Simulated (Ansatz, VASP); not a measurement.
B2TeC: VASP beside Ansatz

File INCAR:

```
SYSTEM = B2TeC
  ALGO = Normal
  EDIFF = 1E-6
  ENCUT = 520
  GGA = PE
  ISIF = 2
  ISMEAR = 0
  LASPH = .True.
  LCHARG = .True.
  LELF = .True.
  LREAL = .False.
  LVHAR = .True.
  LWAVE = .False.
  NBANDS = 26
  NELM = 60
  PREC = Accurate
  SIGMA = 0.1
```

The input KPOINTS:

```
k-points
0
Gamma
  6 6 2
  0 0 0
```

The input POSCAR:

```
B2TeC
1.0
    3.0272457200      0.0000000000      0.0000000000
   -1.5136228600      2.6216717000      0.0000000000
    0.0000000000      0.0000000000     13.6240930600
B Te C
4 2 2
Direct
    0.6666666700      0.3333333300      0.6504409900
    0.6666666700      0.3333333300      0.8495590100
    0.3333333300      0.6666666700      0.1504409900
    0.3333333300      0.6666666700      0.3495590100
    0.0000000000      0.0000000000      0.7500000000
    0.0000000000      0.0000000000      0.2500000000
    0.0000000000      0.0000000000      0.5000000000
    0.0000000000      0.0000000000      0.0000000000
```

Input for Ansatz:

```yaml
crystal:
  lattice:
    - [3.02724572, 0.0, 0.0]
    - [-1.51362286, 2.6216717, 0.0]
    - [0.0, 0.0, 13.62409306]
  atoms:
    - { symbol: B, position: [0.66666667, 0.33333333, 0.65044099] }
    - { symbol: B, position: [0.66666667, 0.33333333, 0.84955901] }
    - { symbol: B, position: [0.33333333, 0.66666667, 0.15044099] }
    - { symbol: B, position: [0.33333333, 0.66666667, 0.34955901] }
    - { symbol: Te, position: [0.0, 0.0, 0.75] }
    - { symbol: Te, position: [0.0, 0.0, 0.25] }
    - { symbol: C, position: [0.0, 0.0, 0.5] }
    - { symbol: C, position: [0.0, 0.0, 0.0] }
basis:
  ecutwfc: 420
kpoints:
  mp_grid: { grid: [6, 6, 2] }
hamiltonian:
  xc: pbe
scf:
  occupations: { method: gaussian, width: 0.1 }
  lower_state_search: "off"
output:
  forces: true
  stress: true
  eigenvalues: true
```

Change from the starting cell: species swapped into the KNbSe2 type (P6_3/mmc, No. 194).

Alike in both runs: task single point; functional PBE; k mesh 6 × 6 × 2; occupations gaussian, width 0.1 eV; no spin polarisation.

```csv
,VASP,Ansatz
version,VASP 6.6.1,Ansatz 0.2.0
potentials or method,"VASP PAW PBE potentials, release 64 (B, Te, C)","scalar-relativistic, plane waves, PAW"
plane-wave cutoff (eV),520,420
valence electrons in the cell,32,52
```

VASP gave:

```
gap on the k mesh at the Fermi level (eV)       : none
pressure (GPa)                                  : 17.3
largest component of the traceless stress (GPa) : 21.72
rms of the force components (eV/Å)              : 1.532
```

What did Ansatz give for the same quantities?

gap on the k mesh at the Fermi level (eV): none; pressure (GPa): 16.9; largest component of the traceless stress (GPa): 21.69; rms of the force components (eV/Å): 1.509.

Atom by atom the forces differ by 0.023 eV/Å (rms over components). A gap of «none» marks a metal or a gap that the smearing closes. The functional is the same, so the differences come from potentials, cutoffs and numerics. The two sets of potentials don't hold the same shells in valence.

Caveats: the k mesh is coarse (spacing up to 0.40 Å⁻¹), so the values aren't converged; so large a pressure means that the cell lies far from this level's equilibrium, or that cutoff or potentials fall short (VASP); forces of over 1 eV/Å show positions far from the minimum, so gaps and moduli don't describe the material at rest. Spin-orbit coupling is left out, which matters for the levels of Te.
